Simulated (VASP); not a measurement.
A run of VASP 6.6.1:

Contents of POSCAR:

```
BN
1.0
    2.3547616579      0.0000000000      0.0000000000
   -1.1773808289      2.0392834156      0.0000000000
    0.0000000000      0.0000000000      3.9017288518
B N
2 2
Direct
    0.6666666667      0.3333333333      0.0008304577
    0.3333333333      0.6666666667      0.5008304577
    0.6666666667      0.3333333333      0.3741695423
    0.3333333333      0.6666666667      0.8741695423
```

INCAR.step1

```
  PREC = Accurate
  ENCUT = 600
  ISMEAR = 0
  SIGMA = 0.05
  LREAL = F
  LASPH = T
  NELM = 100
  GGA = PE
  ALGO = Normal
  EDIFF = 1E-4
  LWAVE = T
  LCHARG = F
```

The input INCAR.step2:

```
  PREC = Accurate
  ENCUT = 600
  EDIFF = 1E-6
  ISMEAR = 0
  SIGMA = 0.05
  LREAL = F
  LASPH = T
  NELM = 100
  ALGO = Normal
  ISIF = 4
  LWAVE = F
  LCHARG = F
  METAGGA = R2SCAN
  LMIXTAU = T
  IVDW = 12
  VDW_S6 = 1.0
  VDW_S8 = 0.78981345
  VDW_A1 = 0.49484001
  VDW_A2 = 5.73083694
  IBRION = 2
  NSW = 60
  EDIFFG = -0.01
  ISTART = 1
```

The input KPOINTS:

```
regular mesh
0
Gamma
  10 10 6
```

Potentials or basis: VASP PAW PBE potentials, release 64 (B, N).

Run with:

```console
$ cat potpaw_PBE.64/B/POTCAR potpaw_PBE.64/N/POTCAR > POTCAR
$ cp INCAR.step1 INCAR
$ mpirun -np 1 vasp_std > vasp.out
$ cp INCAR.step2 INCAR
$ mpirun -np 1 vasp_std > vasp.out
```

Hardware: 1 thread of AMD EPYC 7R43 64-Core Processor (Zen 3), with other jobs on the host.

Task: How long does it take, and how much memory?

Result: Run time: 2.7 min on 1 thread of AMD EPYC 7R43 64-Core Processor (Zen 3), with other jobs on the host, peak memory 0.13 GiB. Counts: scf iterations 42, k points 56, ion steps 5.
